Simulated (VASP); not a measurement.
# InSb (F-43m) in VASP: notebook, part 3 of 3

VASP 6.6.1. Earlier steps stand in the parts before.

**4. Optical spectrum, PBE**

The input, INCAR:

```
PREC = Accurate ; ENCUT = 520
EDIFF = 1E-7 ; ISMEAR = 0
SIGMA = 0.03 ; LREAL = False
LASPH = True ; NELM = 80
ALGO = Normal ; ISIF = 2
LWAVE = False ; LCHARG = False
GGA = PE ; LOPTICS = True
NBANDS = 57 ; NEDOS = 1000
CSHIFT = 0.1
```

The input, KPOINTS:

```
regular mesh
0
Gamma
  10 10 10
```

The input, POSCAR:

```
InSb                                    
1.0
    0.0000000000      3.2603245817      3.2603245817
    3.2603245817      0.0000000000      3.2603245817
    3.2603245817      3.2603245817      0.0000000000
  In              Sb            
     1     1
Direct
     0.0000000000000000    0.0000000000000000    0.0000000000000000
     0.2500000000000000    0.2500000000000000    0.2500000000000000
```

Potentials or basis: VASP PAW PBE potentials, release 64 (In_d, Sb).

Started as:

```sh
$ cat potpaw_PBE.64/In_d/POTCAR potpaw_PBE.64/Sb/POTCAR > POTCAR
$ mpirun -np 1 vasp_std > vasp.out
```

OUTCAR:

```text
PREC = Accurate
   ENCUT = 520
   EDIFF = 1E-7
   ISMEAR = 0
   LREAL = False
   LASPH = True
   NELM = 80
   ISIF = 2
   GGA = PE

 ion  position               nearest neighbor table
   1  0.000  0.000  0.000-   2 2.82   2 2.82   2 2.82   2 2.82
   2  0.250  0.250  0.250-   1 2.82   1 2.82   1 2.82   1 2.82

  LATTYP: Found a face centered cubic cell.
 ALAT       =     6.5206491634

  Lattice vectors:

 A1 = (   0.0000000000,   3.2603245817,   3.2603245817)
 A2 = (   3.2603245817,   0.0000000000,   3.2603245817)
 A3 = (   3.2603245817,   3.2603245817,   0.0000000000)

Analysis of symmetry for initial positions (statically):
=====================================================================
 Subroutine PRICEL returns:
 Original cell was already a primitive cell.

 Routine SETGRP: Setting up the symmetry group for a
 face centered cubic supercell.
[... 772 lines left out ...]
     3.260324582  0.000000000  3.260324582     0.153358964 -0.153358964  0.153358964
     3.260324582  3.260324582  0.000000000     0.153358964  0.153358964 -0.153358964

 POSITION                                       TOTAL-FORCE (eV/Angst)
 -----------------------------------------------------------------------------------
      0.00000      0.00000      0.00000        -0.000000      0.000000      0.000000
      1.63016      1.63016      1.63016         0.000000     -0.000000     -0.000000
 -----------------------------------------------------------------------------------
    total drift:                               -0.000000     -0.000000     -0.000000

  FREE ENERGIE OF THE ION-ELECTRON SYSTEM (eV)
  ---------------------------------------------------
  free  energy   TOTEN  =        -6.9280900763 eV

  energy  without entropy=       -6.9280437976  energy(sigma->0) =       -6.92806694

 electrical conductivity sigma (Mega S m-1) (frequency dependency in vasprun.xml)
  --------------------------------------------------------------------------------------
       0.000      -0.000      -0.000
      -0.000       0.000      -0.000
      -0.000      -0.000       0.000

  frequency dependent IMAGINARY DIELECTRIC FUNCTION (independent particle, no local field effects) density-density
     E(ev)      X         Y         Z        XY        YZ        ZX
  --------------------------------------------------------------------------------------------------------------
     0.00000     0.00000     0.00000     0.00000     0.00000     0.00000     0.00000
     0.63518     2.90367     2.90367     2.90367     0.00000     0.00000    -0.00000
     1.27035    13.49247    13.49247    13.49247     0.00000     0.00000    -0.00000
     1.90553    11.18764    11.18764    11.18764    -0.00000    -0.00000    -0.00000
     2.54071    11.57969    11.57969    11.57969    -0.00000    -0.00000     0.00000
     3.17589    22.08989    22.08989    22.08989     0.00000    -0.00000    -0.00000
[... 92 lines left out ...]
    62.24738     0.00042     0.00042     0.00042     0.00000     0.00000    -0.00000
    62.88255     0.00039     0.00039     0.00039     0.00000     0.00000    -0.00000

  frequency dependent      REAL DIELECTRIC FUNCTION (independent particle, no local field effects) density-density
     E(ev)        X           Y           Z          XY          YZ          ZX
  --------------------------------------------------------------------------------------------------------------
     0.00000    26.04019    26.04019    26.04019     0.00000     0.00000    -0.00000
     0.63518    21.30605    21.30605    21.30605    -0.00000    -0.00000    -0.00000
     1.27035    27.39689    27.39689    27.39689    -0.00000    -0.00000    -0.00000
     1.90553     9.92131     9.92131     9.92131    -0.00000    -0.00000     0.00000
     2.54071     5.85340     5.85340     5.85340     0.00000     0.00000    -0.00000
     3.17589    11.96122    11.96122    11.96122     0.00000     0.00000    -0.00000
[... 92 lines left out ...]
    62.24738     0.90984     0.90984     0.90984     0.00000     0.00000    -0.00000
    62.88255     0.91242     0.91242     0.91242     0.00000     0.00000    -0.00000

  frequency dependent IMAGINARY DIELECTRIC FUNCTION (independent particle, no local field effects) current-current
     E(ev)      X         Y         Z        XY        YZ        ZX
  --------------------------------------------------------------------------------------------------------------
     0.00000    78.68222    78.68222    78.68222     0.00000    -0.00000    -0.00000
     0.63518     9.26992     9.26992     9.26992     0.00000     0.00000    -0.00000
     1.27035    17.68914    17.68914    17.68914     0.00000     0.00000    -0.00000
     1.90553    12.06917    12.06917    12.06917    -0.00000    -0.00000    -0.00000
     2.54071    11.92990    11.92990    11.92990     0.00000    -0.00000    -0.00000
     3.17589    22.78339    22.78339    22.78339    -0.00000    -0.00000     0.00000
[... 92 lines left out ...]
    62.24738     0.00013     0.00013     0.00013    -0.00000    -0.00000    -0.00000
    62.88255     0.00012     0.00012     0.00012    -0.00000    -0.00000    -0.00000

  frequency dependent      REAL DIELECTRIC FUNCTION (independent particle, no local field effects) current-current
     E(ev)        X           Y           Z          XY          YZ          ZX
  --------------------------------------------------------------------------------------------------------------
     0.00000    22.56809    22.56809    22.56809     0.00000     0.00000    -0.00000
     0.63518    20.61103    20.61103    20.61103    -0.00000     0.00000    -0.00000
     1.27035    25.30030    25.30030    25.30030     0.00000    -0.00000     0.00000
     1.90553     8.80881     8.80881     8.80881     0.00000     0.00000     0.00000
     2.54071     4.98400     4.98400     4.98400    -0.00000    -0.00000     0.00000
     3.17589    10.56169    10.56169    10.56169     0.00000     0.00000     0.00000
[... 92 lines left out ...]
    62.24738     0.90990     0.90990     0.90990    -0.00000    -0.00000    -0.00000
    62.88255     0.91247     0.91247     0.91247    -0.00000    -0.00000    -0.00000
```

OSZICAR:

```text
N       E                     dE             d eps       ncg     rms          rms(c)
DAV:   1     0.168273532304E+03    0.16827E+03   -0.50015E+03  6163   0.310E+02
DAV:   2     0.197706980751E+02   -0.14850E+03   -0.12531E+03  5622   0.140E+02
DAV:   3    -0.605902404301E+01   -0.25830E+02   -0.25132E+02  6233   0.402E+01
DAV:   4    -0.702132372580E+01   -0.96230E+00   -0.96075E+00  6500   0.776E+00
DAV:   5    -0.703429779744E+01   -0.12974E-01   -0.12972E-01  6724   0.986E-01    0.410E+00
DAV:   6    -0.693955850678E+01    0.94739E-01   -0.49444E-02  8091   0.160E+00    0.229E+00
DAV:   7    -0.692622449361E+01    0.13334E-01   -0.25581E-02  8188   0.650E-01    0.584E-01
DAV:   8    -0.692740649940E+01   -0.11820E-02   -0.40628E-03  7100   0.262E-01    0.145E-01
DAV:   9    -0.692786259297E+01   -0.45609E-03   -0.33319E-04  6308   0.494E-02    0.635E-02
DAV:  10    -0.692805612901E+01   -0.19354E-03   -0.72971E-05  6388   0.337E-02    0.202E-02
DAV:  11    -0.692808729513E+01   -0.31166E-04   -0.15504E-05  6396   0.146E-02    0.906E-03
DAV:  12    -0.692808956383E+01   -0.22687E-05   -0.12230E-06  6588   0.251E-03    0.679E-03
DAV:  13    -0.692809012915E+01   -0.56532E-06   -0.41085E-07  6236   0.148E-03    0.661E-04
DAV:  14    -0.692809007631E+01    0.52838E-07   -0.15475E-08  6572   0.312E-04
   1 F= -.69280901E+01 E0= -.69280669E+01  d E =-.462787E-04
 imaginary and real dielectric function
```

It took 66 s on 1 thread of Intel Xeon 6975P-C (Granite Rapids), shared host; peak memory 0.36 GiB.

Results:

```yaml
Free_energy: -6.9281 eV
Pressure: 2.2 GPa
Band_gap_on_the_k_mesh: none (metal or under the smearing width)
```

Levels at points of the mesh, in eV from the Fermi level:
```csv
k point,band 6,band 7,band 8,band 9,band 10,band 11,band 12,band 13
"(0.00, 0.00, 0.00)",-10.61,-0.31,-0.01,-0.01,-0.01,2.95,2.95,2.95
"(0.50, 0.00, 0.00)",-9.29,-5.54,-0.99,-0.99,0.50,3.80,3.80,6.10
"(0.50, 0.50, 0.00)",-8.70,-5.84,-2.21,-2.21,1.33,1.37,8.03,8.03
```

Dielectric function (mean over the directions given):
```
energy (eV)  real part  imaginary part
       0.25      25.48            8.75
       0.89      22.42           12.89
       1.59       3.69           14.12
       2.29       9.83           14.54
       2.92      13.21           13.59
       3.62      -6.89           13.05
       4.32      -8.52           12.13
       4.95      -6.24            6.23
       5.65      -4.09            5.04
       6.35      -3.24            2.71
       6.99      -2.54            2.39
       7.69      -2.09            2.42
       8.38      -1.69            0.91
       9.02      -1.53            0.93
       9.72      -0.96            0.62
      10.42      -0.65            0.51
      11.12      -0.44            0.48
      11.75      -0.41            0.44
      12.45      -0.15            0.26
      13.15      -0.04            0.22
      13.78       0.06            0.21
      14.48       0.22            0.13
      15.18       0.35            0.14
      15.82       0.45            0.18
      16.51       0.46            0.25
      17.21       0.51            0.18
      17.85       0.55            0.21
      18.55       0.53            0.23
      19.25       0.56            0.24
      19.94       0.62            0.18
```

Caveat: independent-particle spectra lack excitons; the intraband (Drude) part of a metal's response may be missing; this crystal is a semiconductor, whose small gap the functional closes, so the metal is an error of the method. Spin-orbit coupling is left out, which matters for the levels of Sb.

**5. The runs side by side**

```csv
task,level,spin,k mesh,gap on the mesh (eV)
band structure,TB-mBJ,off,10 × 10 × 10,0.39
band structure,TB-mBJ,"SOC, no magnetisation",6 × 6 × 6,-
optical spectrum,PBE,off,10 × 10 × 10,none
```

Alike in all rows: potentials or basis VASP PAW PBE potentials, release 64 (In_d, Sb); cell as given; cutoff (eV) 520; smearing gaussian 0.03 eV.

Caveats: the PAW data sets were made with another functional, which shifts forces and pressure a little (some runs); spin-orbit coupling is left out, which moves the levels of the heavy elements (some runs); independent-particle spectra lack excitons (some runs); the intraband (Drude) part of a metal's response may be missing (some runs); this crystal is a semiconductor, whose small gap the functional closes, so the metal is an error of the method (some runs).

Total energies depend on the potentials used, so only differences within one code and one set of settings carry meaning.

**6. Comparison with measurements**

Step 2. A measured gap of InSb is 0.24 eV (quoted in “Electronic Structure and Epitaxy of CdTe Shells on InSb Nanowires”, 2021, arxiv:2111.05126); the calculated 0.39 eV misses it by +0.15 eV. Spin-orbit coupling on In, Sb is left out. The value is that of TB-mBJ, without temperature or zero-point motion.

Step 4. Against the measured gap of InSb, 0.24 eV (quoted in “Electronic Structure and Epitaxy of CdTe Shells on InSb Nanowires”, 2021, arxiv:2111.05126), the calculated 0.00 eV is off by -0.24 eV. Spin-orbit coupling on In, Sb is left out. The value is that of PBE on a finite k mesh, which can miss the band edges, without temperature or zero-point motion. Semilocal functionals fall short of measured gaps as a rule.
